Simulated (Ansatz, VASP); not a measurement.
# Cross-check of GaN between VASP and Ansatz, part 2 of 2

Aim: how closely do two programs agree when they are given the same cell, functional and k mesh? The structure shown comes from an earlier Ansatz run, which isn't shown and may have moved the atoms alone.

VASP 6.6.1 and Ansatz 0.2.0.

So far: The structure; Ansatz: elastic constants, PBE.

## (3) VASP: elastic constants, PBE

Level of this step: PBE; plane waves and PAW (Ga_d, N) (VASP).

The same cell, functional and mesh now go to VASP, with its own data sets.

Lines of VASP's logs that name or quote its potential files are left out, and so is its time.

The input, INCAR:

```
SYSTEM = GaN
PREC = Accurate
ENCUT = 600
EDIFF = 1E-08
NELM = 120
ISMEAR = 0
SIGMA = 0.01
LREAL = .FALSE.
ALGO = Normal
GGA = PE
NBANDS = 24
LORBIT = 11
LWAVE = .FALSE.
LCHARG = .FALSE.
ISIF = 3
IBRION = 6
NFREE = 2
POTIM = 0.015
NSW = 1
LASPH = .TRUE.
GGA_COMPAT = .FALSE.
EFERMI = MIDGAP
KPAR = 2
```

The input, POSCAR:

```
GaN
1.0
    3.2186435196      0.0000000000      0.0000000000
   -1.6093217598      2.7874270537      0.0000000000
    0.0000000000      0.0000000000      5.2434235612
Ga N
2 2
Direct
    0.3333333333      0.6666666667      0.9991324501
    0.6666666667      0.3333333333      0.4991324501
    0.3333333333      0.6666666667      0.3758675499
    0.6666666667      0.3333333333      0.8758675499
```

The input, KPOINTS:

```
Automatic mesh
0
Gamma
9 9 6
0 0 0
```

PAW data sets: Ga_d and N (PBE family, release 64).

Started as:

```bash
$ mpirun -np 2 vasp_std
```

Numbers of over 12 decimals in the logs are rounded to 6 here.

The log of the run:

```text
[banner, memory and clock lines left out]
running    2 mpi-ranks, on    1 nodes
 distrk:  each k-point on    1 cores,    2 groups
 distr:  one band on    1 cores,    1 groups

 POSCAR found type information on POSCAR GaN
 POSCAR found :  2 types and       4 ions
 LDA part: xc-table for (Slater+PW92), standard interpolation
 POSCAR, INCAR and KPOINTS ok, starting setup
 FFT: planning ... GRIDC
 FFT: planning ... GRID_SOFT
 FFT: planning ... GRID
 WAVECAR not read
 entering main loop
       N       E                     dE             d eps       ncg     rms          rms(c)
DAV:   1     0.292077635330E+03    0.29208E+03   -0.19720E+04  2464   0.301E+03
DAV:   2     0.772598726975E+01   -0.28435E+03   -0.27110E+03  2616   0.555E+02
DAV:   3    -0.270864853928E+02   -0.34812E+02   -0.34491E+02  2720   0.152E+02
DAV:   4    -0.282370001885E+02   -0.11505E+01   -0.11483E+01  3024   0.313E+01
DAV:   5    -0.282569700899E+02   -0.19970E-01   -0.19965E-01  2680   0.356E+00    0.108E+01
DAV:   6    -0.242359253850E+02    0.40210E+01   -0.12676E+01  3920   0.525E+01    0.302E+00
DAV:   7    -0.243499700286E+02   -0.11404E+00   -0.15883E+00  2496   0.108E+01    0.268E+00
DAV:   8    -0.243478486596E+02    0.21214E-02   -0.20600E-01  3640   0.655E+00    0.815E-01
DAV:   9    -0.243299558566E+02    0.17893E-01   -0.78774E-02  3960   0.468E+00    0.355E-01
DAV:  10    -0.243308287355E+02   -0.87288E-03   -0.46502E-03  2528   0.671E-01    0.107E-01
DAV:  11    -0.243306804643E+02    0.14827E-03   -0.15291E-03  3424   0.687E-01    0.417E-02
DAV:  12    -0.243306945956E+02   -0.14131E-04   -0.16020E-04  2488   0.943E-02    0.357E-02
DAV:  13    -0.243306985329E+02   -0.39373E-05   -0.11218E-04  3744   0.124E-01    0.348E-02
DAV:  14    -0.243306926942E+02    0.58387E-05   -0.19502E-05  3048   0.402E-02    0.167E-02
DAV:  15    -0.243306923673E+02    0.32685E-06   -0.24451E-06  3056   0.105E-02    0.973E-03
DAV:  16    -0.243306923206E+02    0.46727E-07   -0.53754E-07  3416   0.568E-03    0.363E-03
DAV:  17    -0.243306923360E+02   -0.15448E-07   -0.19116E-07  3480   0.378E-03    0.111E-03
DAV:  18    -0.243306923551E+02   -0.19091E-07   -0.36582E-08  2128   0.149E-03    0.263E-04
DAV:  19    -0.243306923567E+02   -0.16398E-08   -0.59675E-09  1384   0.579E-04
   1 F= -.24330692E+02 E0= -.24330692E+02  d E =0.000000E+00
[... from here on, the cycles between the ionic steps are left out ...]
   2 F= -.24318474E+02 E0= -.24318474E+02  d E =0.000000E+00
  13 F= -.24327347E+02 E0= -.24327347E+02  d E =0.000000E+00
  14 F= -.24329342E+02 E0= -.24329342E+02  d E =0.000000E+00
  15 F= -.24329342E+02 E0= -.24329342E+02  d E =0.000000E+00
  16 F= -.24328581E+02 E0= -.24328581E+02  d E =0.000000E+00
  17 F= -.24328652E+02 E0= -.24328652E+02  d E =0.000000E+00
  18 F= -.24329316E+02 E0= -.24329316E+02  d E =0.000000E+00
  19 F= -.24329316E+02 E0= -.24329316E+02  d E =0.000000E+00
  20 F= -.24328891E+02 E0= -.24328891E+02  d E =0.000000E+00
 Finite differences progress:
  Degree of freedom:  10/ 10
  Displacement:        1/  2
  Total:              19/ 20
 bond charge predicted
       N       E                     dE             d eps       ncg     rms          rms(c)
DAV:   1    -0.243257442538E+02    0.31466E-02   -0.31358E+00  3088   0.967E+00    0.198E-01
DAV:   2    -0.243291124991E+02   -0.33682E-02   -0.49936E-02  3936   0.316E+00    0.115E-01
DAV:   3    -0.243288116943E+02    0.30080E-03   -0.26658E-03  3360   0.528E-01    0.417E-02
DAV:   4    -0.243288239431E+02   -0.12249E-04   -0.49600E-04  3672   0.188E-01    0.182E-02
DAV:   5    -0.243288249181E+02   -0.97505E-06   -0.27313E-05  3664   0.106E-01    0.116E-02
DAV:   6    -0.243288251885E+02   -0.27039E-06   -0.53024E-06  4000   0.237E-02    0.329E-03
DAV:   7    -0.243288252894E+02   -0.10093E-06   -0.65446E-07  3192   0.800E-03    0.727E-04
DAV:   8    -0.243288253107E+02   -0.21250E-07   -0.10476E-07  4352   0.537E-03    0.375E-04
DAV:   9    -0.243288253141E+02   -0.33751E-08   -0.98325E-09  1880   0.170E-03
  21 F= -.24328825E+02 E0= -.24328825E+02  d E =0.000000E+00
 Finite differences progress:
  Degree of freedom:  10/ 10
  Displacement:        2/  2
  Total:              20/ 20
```

OUTCAR, selected parts (step 3):

```text
ion  position               nearest neighbor table
   1  0.333  0.667  0.999-   4 1.97   4 1.97   4 1.97   3 1.98
   2  0.667  0.333  0.499-   3 1.97   3 1.97   3 1.97   4 1.98
   3  0.333  0.667  0.376-   2 1.97   2 1.97   2 1.97   1 1.98
   4  0.667  0.333  0.876-   1 1.97   1 1.97   1 1.97   2 1.98

  LATTYP: Found a hexagonal cell.
 ALAT       =     3.2186435196
 C/A-ratio  =     1.6290786877

 Subroutine GETGRP returns: Found 12 space group operations
 (whereof  6 operations were pure point group operations)

The static configuration has the point symmetry C_3v.
 The point group associated with its full space group is C_6v.

 Found     48 irreducible k-points:

   k-points           NKPTS =     48   k-points in BZ     NKDIM =     48   number of bands    NBANDS=     24

   dimension x,y,z NGX =    28 NGY =   28 NGZ =   42
   dimension x,y,z NGXF=    56 NGYF=   56 NGZF=   84

   ENCUT  =  600.0 eV  44.10 Ry    6.64 a.u.   6.43  6.43 10.47*2*pi/ulx,y,z

   NELECT =      36.0000    total number of electrons

 k-points in reciprocal lattice and weights: Automatic mesh
   0.00000000  0.00000000  0.00000000       0.002
   0.11111111 -0.00000000  0.00000000       0.012
   0.22222222 -0.00000000  0.00000000       0.012
   0.33333333  0.00000000  0.00000000       0.012
   0.44444444 -0.00000000  0.00000000       0.012
   0.11111111  0.11111111  0.00000000       0.012
   0.22222222  0.11111111  0.00000000       0.025
   0.33333333  0.11111111  0.00000000       0.025
   0.44444444  0.11111111  0.00000000       0.012
[...]
0.33333333  0.22222222  0.50000000       0.025
   0.33333333  0.33333333  0.50000000       0.004

 average (electrostatic) potential at core
       1 -63.8037       2 -63.8244       3 -62.3393       4 -62.3443

 E-fermi :   5.8668

 k-point     1 :       0.0000    0.0000    0.0000
  band No.  band energies     occupation
    ...
     14       4.0116      2.00000
     15       4.0116      2.00000
     16       4.9533      2.00000
     17       5.0147      2.00000
     18       5.0147      2.00000
     19       6.7189      0.00000
     20       9.0847      0.00000
     21      14.0215      0.00000
     22      14.7341      0.00000
     23      14.7341      0.00000
    ...

 k-point     2 :       0.1111   -0.0000    0.0000
  band No.  band energies     occupation
    ...
     14       3.1651      2.00000
     15       3.7726      2.00000
     16       4.0193      2.00000
     17       4.8357      2.00000
     18       4.9097      2.00000
     19       7.6319      0.00000
     20       9.7918      0.00000
     21      13.6363      0.00000
     22      14.0617      0.00000
     23      15.0238      0.00000
    ...

 k-point     3 :       0.2222   -0.0000    0.0000
  band No.  band energies     occupation
    ...
     14       1.5293      2.00000
     15       2.5327      2.00000
     16       3.2432      2.00000
     17       4.4497      2.00000
     18       4.6258      2.00000
     19       8.8514      0.00000
     20      10.7192      0.00000
     21      12.4799      0.00000
     22      13.5101      0.00000
     23      14.9912      0.00000
    ...

[...]
...
     14       2.1534      2.00000
     15       2.6716      2.00000
     16       3.5092      2.00000
     17       4.5895      2.00000
     18       4.5933      2.00000
     19       8.5969      0.00000
     20      10.7222      0.00000
     21      13.0717      0.00000
     22      13.1391      0.00000
     23      15.3333      0.00000
    ...

  Total       -0.0959779     -0.0959779      0.1152826      0.0000000      0.0000000      0.0000000
  in kB       -3.2688172     -3.2688172      3.9262959      0.0000000      0.0000000      0.0000000
  external PRESSURE =      -0.8704461 kB  Pullay stress =       0.0000000 kB

  energy-cutoff  :      600.00
  volume of cell :       47.04
      direct lattice vectors                 reciprocal lattice vectors
     3.218643520  0.000000000  0.000000000     0.310689890  0.179376891  0.000000000
    -1.609321760  2.787427054  0.000000000     0.000000000  0.358753783  0.000000000
     0.000000000  0.000000000  5.243423561     0.000000000  0.000000000  0.190715091

 POSITION                                       TOTAL-FORCE (eV/Angst)
 -----------------------------------------------------------------------------------
     -0.00000      1.85828      5.23887        -0.000000      0.000000     -0.095718
      1.60932      0.92914      2.61716         0.000000     -0.000000     -0.070118
     -0.00000      1.85828      1.95583         0.000000     -0.000000      0.251140
      1.60932      0.92914      4.59254         0.000000     -0.000000     -0.085305
 -----------------------------------------------------------------------------------
    total drift:                                0.000000      0.000001      0.000196

  FREE ENERGIE OF THE ION-ELECTRON SYSTEM (eV)
  ---------------------------------------------------
  free  energy   TOTEN  =       -24.3288253141 eV

  energy  without entropy=      -24.3288253141  energy(sigma->0) =      -24.32882531

  SYMMETRIZED ELASTIC MODULI (kBar)
 Direction    XX          YY          ZZ          XY          YZ          ZX
 --------------------------------------------------------------------------------
 XX        3708.1679    873.0680    545.8698      0.0000      0.0000      0.0000
 YY         873.0680   3708.1679    545.8698      0.0000      0.0000      0.0000
 ZZ         545.8698    545.8698   4005.4941      0.0000      0.0000      0.0000
 XY          -0.0000     -0.0000      0.0000   1417.5499      0.0000     -0.0000
 YZ           0.0000      0.0000      0.0000      0.0000   1014.9394      0.0000
 ZX           0.0000      0.0000      0.0000      0.0000      0.0000   1014.9391
 --------------------------------------------------------------------------------

 Eigenvectors and eigenvalues of the dynamical matrix
 ----------------------------------------------------

   1 f  =   19.604570 THz   123.179148 2PiTHz  653.938077 cm-1    81.077952 meV
             X         Y         Z           dx          dy          dz
     -0.000000  1.858285  5.238875    -0.000000   -0.000000    0.026370
      1.609322  0.929142  2.617163    -0.000000   -0.000000   -0.026370
     -0.000000  1.858285  1.970833    -0.000000   -0.000000   -0.706615
      1.609322  0.929142  4.592545     0.000000    0.000000    0.706615

   2 f  =   15.838813 THz    99.518198 2PiTHz  528.325938 cm-1    65.504038 meV
             X         Y         Z           dx          dy          dz
     -0.000000  1.858285  5.238875     0.000203   -0.238779    0.000000
      1.609322  0.929142  2.617163    -0.000203    0.238779    0.000000
     -0.000000  1.858285  1.970833     0.000565   -0.665571   -0.000000
      1.609322  0.929142  4.592545    -0.000565    0.665571   -0.000000

   3 f  =   15.838813 THz    99.518198 2PiTHz  528.325938 cm-1    65.504038 meV
             X         Y         Z           dx          dy          dz
     -0.000000  1.858285  5.238875     0.238779    0.000203   -0.000000
      1.609322  0.929142  2.617163    -0.238779   -0.000203   -0.000000
     -0.000000  1.858285  1.970833     0.665571    0.000565    0.000000
      1.609322  0.929142  4.592545    -0.665571   -0.000565    0.000000

   4 f  =   15.613128 THz    98.100177 2PiTHz  520.797896 cm-1    64.570681 meV
             X         Y         Z           dx          dy          dz
     -0.000000  1.858285  5.238875    -0.000043    0.289189   -0.000000
      1.609322  0.929142  2.617163    -0.000043    0.289189   -0.000000
     -0.000000  1.858285  1.970833     0.000097   -0.645267    0.000000
      1.609322  0.929142  4.592545     0.000097   -0.645267    0.000000

   5 f  =   15.613128 THz    98.100177 2PiTHz  520.797896 cm-1    64.570681 meV
             X         Y         Z           dx          dy          dz
     -0.000000  1.858285  5.238875     0.289189    0.000043   -0.000000
      1.609322  0.929142  2.617163     0.289189    0.000043   -0.000000
     -0.000000  1.858285  1.970833    -0.645267   -0.000097    0.000000
      1.609322  0.929142  4.592545    -0.645267   -0.000097    0.000000

   6 f  =   14.927893 THz    93.794719 2PiTHz  497.940915 cm-1    61.736777 meV
             X         Y         Z           dx          dy          dz
     -0.000000  1.858285  5.238875     0.000000    0.000000    0.289266
      1.609322  0.929142  2.617163     0.000000    0.000000    0.289266
     -0.000000  1.858285  1.970833    -0.000000   -0.000000   -0.645232
      1.609322  0.929142  4.592545    -0.000000   -0.000000   -0.645232

   7 f  =    9.571623 THz    60.140282 2PiTHz  319.274983 cm-1    39.585035 meV
             X         Y         Z           dx          dy          dz
     -0.000000  1.858285  5.238875     0.000000   -0.000000   -0.706615
      1.609322  0.929142  2.617163    -0.000000   -0.000000    0.706615
     -0.000000  1.858285  1.970833     0.000000   -0.000000   -0.026370
      1.609322  0.929142  4.592545     0.000000   -0.000000    0.026370

   8 f  =    4.084686 THz    25.664842 2PiTHz  136.250474 cm-1    16.892898 meV
             X         Y         Z           dx          dy          dz
     -0.000000  1.858285  5.238875     0.013937   -0.665425    0.000000
      1.609322  0.929142  2.617163    -0.013937    0.665425    0.000000
     -0.000000  1.858285  1.970833    -0.005000    0.238727    0.000000
      1.609322  0.929142  4.592545     0.005000   -0.238727    0.000000

   9 f  =    4.084686 THz    25.664842 2PiTHz  136.250474 cm-1    16.892898 meV
             X         Y         Z           dx          dy          dz
     -0.000000  1.858285  5.238875    -0.665425   -0.013937   -0.000000
      1.609322  0.929142  2.617163     0.665425    0.013937   -0.000000
     -0.000000  1.858285  1.970833     0.238727    0.005000   -0.000000
      1.609322  0.929142  4.592545    -0.238727   -0.005000   -0.000000

  10 f/i=    0.000691 THz     0.004340 2PiTHz    0.023040 cm-1     0.002857 meV
             X         Y         Z           dx          dy          dz
     -0.000000  1.858285  5.238875    -0.588216   -0.265276   -0.000000
      1.609322  0.929142  2.617163    -0.588216   -0.265276   -0.000000
     -0.000000  1.858285  1.970833    -0.263621   -0.118889   -0.000000
      1.609322  0.929142  4.592545    -0.263621   -0.118889   -0.000000

  11 f/i=    0.000691 THz     0.004340 2PiTHz    0.023040 cm-1     0.002857 meV
             X         Y         Z           dx          dy          dz
     -0.000000  1.858285  5.238875    -0.265276    0.588216   -0.000000
      1.609322  0.929142  2.617163    -0.265276    0.588216   -0.000000
     -0.000000  1.858285  1.970833    -0.118889    0.263621   -0.000000
      1.609322  0.929142  4.592545    -0.118889    0.263621   -0.000000

  12 f/i=    0.002441 THz     0.015337 2PiTHz    0.081424 cm-1     0.010095 meV
             X         Y         Z           dx          dy          dz
     -0.000000  1.858285  5.238875     0.000000   -0.000000   -0.645232
      1.609322  0.929142  2.617163     0.000000   -0.000000   -0.645232
     -0.000000  1.858285  1.970833     0.000000   -0.000000   -0.289266
      1.609322  0.929142  4.592545     0.000000   -0.000000   -0.289266

 ELASTIC MODULI CONTR FROM IONIC RELAXATION (kBar)
 Direction    XX          YY          ZZ          XY          YZ          ZX
 --------------------------------------------------------------------------------
 XX        -489.1405    239.1782    236.2447     -0.0000      0.0000     -0.0000
 YY         239.1782   -489.1405    236.2447      0.0000      0.0000     -0.0000
 ZZ         236.2447    236.2447   -446.5597      0.0000     -0.0000      0.0000
 XY          -0.0000      0.0000      0.0000   -364.1594     -0.0000      0.0000
 YZ           0.0000      0.0000     -0.0000     -0.0000   -124.8491     -0.0000
 ZX          -0.0000     -0.0000      0.0000      0.0000     -0.0000   -124.8498
 --------------------------------------------------------------------------------

 TOTAL ELASTIC MODULI (kBar)
 Direction    XX          YY          ZZ          XY          YZ          ZX
 --------------------------------------------------------------------------------
 XX        3219.0274   1112.2463    782.1144     -0.0000      0.0000     -0.0000
 YY        1112.2463   3219.0274    782.1144      0.0000      0.0000     -0.0000
 ZZ         782.1144    782.1144   3558.9344      0.0000     -0.0000      0.0000
 XY          -0.0000      0.0000      0.0000   1053.3906     -0.0000      0.0000
 YZ           0.0000      0.0000     -0.0000     -0.0000    890.0903     -0.0000
 ZX          -0.0000     -0.0000      0.0000      0.0000     -0.0000    890.0893
 --------------------------------------------------------------------------------

 total charge
# of ion       s       p       d       tot
------------------------------------------
    1        0.783   0.862  10.162  11.807
    2        0.783   0.862  10.162  11.807
    3        1.222   2.491   0.000   3.714
    4        1.222   2.491   0.000   3.714
--------------------------------------------------
tot          4.010   6.707  20.325  31.042
```

CONTCAR:

```
GaN
   1.00000000000000
     3.2186435196000001    0.0000000000000000    0.0000000000000000
    -1.6093217598000000    2.7874270537000001    0.0000000000000000
     0.0000000000000000    0.0000000000000000    5.2434235612000002
  Ga              N
     2     2
Direct
     0.3333333332999970    0.6666666667000030    0.9991324500999994
     0.6666666667000030    0.3333333332999970    0.4991324500999994
     0.3333333332999970    0.6666666667000031    0.3730068235396516
     0.6666666667000030    0.3333333332999970    0.8758675499000006
```

Levels, forces or a CONTCAR printed for this step are those of its last displaced cell, not of the structure at rest.

## (4) Side by side

Known differences besides the potentials themselves: fixed occupations in Ansatz, narrow Gaussian smearing in VASP; the cutoff is 320 eV in Ansatz and 600 eV in VASP; VASP takes each elastic constant from one size of strain, Ansatz from those that its log lists; Ansatz's log warns that its cutoff lies below the recommended one. Total energies have different zeros and are not compared.

Compared:

```
 quantity  Ansatz   VASP  difference
C11 (GPa)   324.8  321.9     +0.90 %
C22 (GPa)   324.8  321.9     +0.90 %
C33 (GPa)   352.3  355.9     -1.01 %
C12 (GPa)   112.3  111.2     +0.97 %
C13 (GPa)    78.1   78.2     -0.11 %
C23 (GPa)    78.1   78.2     -0.11 %
C44 (GPa)    90.7   89.0     +1.87 %
C55 (GPa)    90.7   89.0     +1.87 %
C66 (GPa)   106.3  105.3     +0.86 %
```

## (5) Summary of results

```json
{"difference in C44 (elastic constants, PBE)": "1.9 %"}
```

**Reading.** The difference in C44 is 1.9 % (elastic constants, PBE), within the 5 % picked in this series as the mark of a large difference. How closely two codes agree says nothing of how well the functional describes the real material.

[Lines on the potential files, build, host, timing and source positions are cut from VASP's logs without a mark.]

[Logs are printed without paths, hosts, clocks, repeated set-up lines and the standing remarks that a program may print on its own settings, such as how far it seeks lower states.]

[Hosts, paths, dates, database ids (printed as entryN), source tags and the programs' standing remarks are cut or masked in the printed files.]
